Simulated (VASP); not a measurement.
Input of a VASP 6.6.1 run:

INCAR

```
SYSTEM = CaYS6
  PREC = Accurate
  ENCUT = 520
  EDIFF = 1E-7
  ISMEAR = 0
  SIGMA = 0.1
  LREAL = .False.
  LASPH = .True.
  NELM = 100
  ALGO = Fast
  ISIF = 2
  LWAVE = .False.
  LCHARG = .False.
  GGA = PE
  NBANDS = 38
```

File KPOINTS:

```
regular mesh
0
Gamma
  8 8 8
  0 0 0
```

POSCAR

```
CaYS6
1.0
    5.5364538201      0.0000000000      0.0000000000
    0.0000000000      5.5364538201      0.0000000000
    0.0000000000      0.0000000000      5.5364538201
Ca Y S
1 1 6
Direct
    0.0000000000      0.0000000000      0.0000000000
    0.5000000000      0.5000000000      0.5000000000
    0.0000000000      0.5000000000      0.5000000000
    0.5000000000      0.0000000000      0.5000000000
    0.5000000000      0.5000000000      0.0000000000
    0.5000000000      0.0000000000      0.0000000000
    0.0000000000      0.5000000000      0.0000000000
    0.0000000000      0.0000000000      0.5000000000
```

Potentials or basis: VASP PAW PBE potentials, release 64 (Ca_sv, Y_sv, S).

Run with:

```bash
$ cat potpaw_PBE.64/Ca_sv/POTCAR potpaw_PBE.64/Y_sv/POTCAR potpaw_PBE.64/S/POTCAR > POTCAR
$ mpirun -np 1 vasp_std > vasp.out
```

(1) Predict the band gap on the k mesh.

(2) What does it give for the pressure?

## Answers

(1) none (metal or under the smearing width).

(2) 0.0 GPa.
